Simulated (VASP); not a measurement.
Energy against volume of SrVO₃ (cubic perovskite). Level of theory: PW91 GGA, VASP's PBE PAW potentials (set 64) (plane waves; VASP). Numerical set-up: 520 eV cut-off, 8×8×8 Γ-centred mesh, first-order Methfessel-Paxton smearing of 0.10 eV, potentials Sr_sv V_sv O.

```csv
V (Å³/atom),E (eV/atom)
11.164,-7.90899
11.509,-7.91573
11.855,-7.91056
12.200,-7.89531
```

Fit these four points and predict the energy of the run at 10.819 Å³/atom.

A cubic in V^(−2/3), the third-order Birch-Murnaghan form, passes through the four points with V0 = 11.52 Å³/atom and B0 = 183 GPa, and gives -7.8882 eV/atom there. The run gave -7.8882 eV/atom, -0.0 meV/atom from the fit; all five points give B0 = 183 GPa.

The compound is SrVO3 in the cubic perovskite structure. It was relaxed first. The run is not spin-polarised, so no magnetic state was tried.
